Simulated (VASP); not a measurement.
Computed with PBEsol GGA, VASP's PBE PAW potentials (set 64) (plane waves; VASP 6.6.1).

A VASP calculation is set up with these files.

### POSCAR
```
Na
2.0680660
 -0.9999997865   0.9999997865   0.9999997865
  0.9999997865  -0.9999997865   0.9999997865
  0.9999997865   0.9999997865  -0.9999997865
Na
1
Direct
  0.0000000000   1.0000000000   1.0000000000
```

### INCAR
```
! general
SYSTEM=Na
PREC  =Accurate
ENCUT =400
LREAL =.FALSE.   ! projection in real space or not
LASPH =.TRUE.   ! aspherical one-centre terms

! electronic loop
EDIFF =1E-7   ! SCF stop (eV)
NELM  =100
ALGO  =Normal

! smearing
ISMEAR=-5   ! tetrahedra, Bloechl

! functional
GGA   =PS   ! PBEsol

! ions
ISIF  =2   ! forces and stress, cell fixed

! output
LWAVE =.FALSE.
LCHARG=.TRUE.
LORBIT=11   ! lm-projected
NEDOS =601   ! DOS grid
```

File KPOINTS:
```
Automatic mesh
0
Gamma
 14 14 14
0 0 0
```

POTCAR, in this order: Na_pv (PBE.64 set). Program: vasp_std.

Question: What will the output report for the number of irreducible k-points (NKPTS), number of bands (NBANDS), largest plane-wave count, number of space-group operations, FFT grid (NGX, NGY, NGZ)?

Answer: 
```yaml
number of irreducible k-points (NKPTS): 104
number of bands (NBANDS): 7
largest_plane_wave_count: 682
number_of_space_group_operations: 48
FFT grid (NGX, NGY, NGZ): 24 × 24 × 24
```

The compound is Na in the bcc structure. It was relaxed first, which changed the volume by -8 %.
